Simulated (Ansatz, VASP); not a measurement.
**Hg3Se2S in VASP and in Ansatz**

```
Hg S Se
1.0
     3.85763    0.00487   -0.00087
    -1.92460    3.34324    0.00087
    -0.00204    0.00118    9.32384
Hg S Se
3 1 2
Direct
  0.67612 0.67612 0.00000
  0.33011 0.99991 0.65848
  0.99991 0.33011 0.34152
  0.58357 0.58357 0.50000
  0.40451 0.00578 0.17056
  0.00578 0.40451 0.82944
```

Alike in both runs: functional LDA; k mesh 9 × 9 × 4; occupations gaussian, width 0.03 eV; no spin polarisation.

Ansatz relaxed the structure, and its values are those at the end. VASP's run is a single point on that final structure, the one shown.

|  | VASP | Ansatz |
| --- | --- | --- |
| version | VASP 6.6.1 | Ansatz 0.2.0 |
| potentials or method | VASP PAW LDA potentials, release 64 (Hg, S, Se) | scalar-relativistic, plane waves, PAW |
| plane-wave cutoff (eV) | 520 | 420 |
| valence electrons in the cell | 54 | 98 |

```csv
,VASP,Ansatz,Ansatz less VASP
gap on the k mesh at the Fermi level (eV),none,none,-
pressure (GPa),9.6,8.5,-1.13
rms of the force components (eV/Å),0.031,0.001,-0.0299
```

A gap of «none» marks a metal or a gap that the smearing closes. The two sets of potentials don't hold the same shells in valence. Ansatz warned: «structure_snapped_to_symmetry».

The runs have no spin-orbit coupling, so splittings on Hg are missing.
